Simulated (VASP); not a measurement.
```
WSi
1.0
    3.03802     0.00000     0.00000
    0.00000     3.03802     0.00000
    0.00000     0.00000     3.03802
W Si
1 1
Direct
  0.00000   0.00000   0.00000
  0.50000   0.50000   0.50000
```

These are r2SCAN meta-GGA, VASP's PBE PAW potentials (set 64) (plane waves; VASP) values and carry that method's errors. Numerical set-up: 400 eV cut-off, 13×13×13 Γ-centred mesh, tetrahedra with Blöchl corrections, potentials W_sv Si.

Question: Give the energies of bands 5 to 12 at the high-symmetry points, in eV from the Fermi level.

Answer: 
```
band       Γ      X      M      R
----  ------  -----  -----  -----
5     -13.48  -9.22  -9.27  -6.54
6      -4.02  -8.59  -3.99  -6.54
7      -4.02  -2.67  -3.99  -6.54
8       1.94  -1.88  -3.96  -3.55
9       1.94  -1.88  -0.45   3.21
10      1.94   2.52  -0.45   3.21
11      2.62   4.30   4.36   3.21
12      2.62   5.47   5.63   4.54
```

It has no gap at this level: it comes out as a metal or semimetal.

The structure was generated: SiW was put into the CsCl type (Pm-3m), which need not be its known phase. It was relaxed first, which changed the volume by -5 %.
